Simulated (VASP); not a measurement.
Calculation: rev-vdW-DF2, VASP's PBE PAW potentials (set 64) (plane waves; VASP).

VASP input:

File KPOINTS:
```
Automatic mesh
0
Gamma
8 8 8
0 0 0
```

**POSCAR**
```
CeO2
2.7197010
  0.0000000000   1.0000001544   1.0000001544
  1.0000001544   0.0000000000   1.0000001544
  1.0000001544   1.0000001544   0.0000000000
Ce O
1 2
Direct
  0.0000000000   0.0000000000   0.0000000000
  0.2500000000   0.2500000000   0.2500000000
  0.7500000000   0.7500000000   0.7500000000
```

INCAR:
```
# general
SYSTEM   = CeO2
PREC     = Accurate
ENCUT    = 520
LREAL    = .FALSE.
LASPH    = .TRUE.

# electronic loop
EDIFF    = 1E-7
NELM     = 100
ALGO     = Normal
LMAXMIX  = 6

# smearing
ISMEAR   = -5

# functional
GGA      = MK
LUSE_VDW = .TRUE.
AGGAC    = 0.0
PARAM1   = 0.1234568
PARAM2   = 0.7114
ZAB_VDW  = -1.8867

# ions
ISIF     = 2

# output
LWAVE    = .FALSE.
LCHARG   = .TRUE.
LORBIT   = 11
NEDOS    = 601

# other
LEFG     = .TRUE.
```

POTCAR, in this order: Ce O (PBE.64 set). Program: vasp_std.

Problem. What does the run give for the energy per atom (σ→0)?

Solution. 
* **energy per atom (σ→0)**: -7.098 eV/atom

### OSZICAR
```
...
DAV:  15    -0.212930079126E+02    0.59817E-03   -0.80014E-03  1304   0.861E-01    0.771E-02
DAV:  16    -0.212929836686E+02    0.24244E-04   -0.49946E-04  1424   0.228E-01    0.174E-02
DAV:  17    -0.212929880341E+02   -0.43654E-05   -0.93329E-05  1424   0.941E-02    0.177E-02
DAV:  18    -0.212929854430E+02    0.25911E-05   -0.85819E-06  1480   0.275E-02    0.105E-02
DAV:  19    -0.212929840226E+02    0.14204E-05   -0.62598E-06  1416   0.233E-02    0.274E-03
DAV:  20    -0.212929837764E+02    0.24618E-06   -0.15757E-06  1272   0.121E-02    0.221E-03
DAV:  21    -0.212929837571E+02    0.19258E-07   -0.46599E-08   584   0.185E-03
   1 F= -.21292984E+02 E0= -.21292984E+02  d E =0.000000E+00
```

The compound is CeO2 in the fluorite structure. It was relaxed first. The run is not spin-polarised, so no magnetic state was tried.
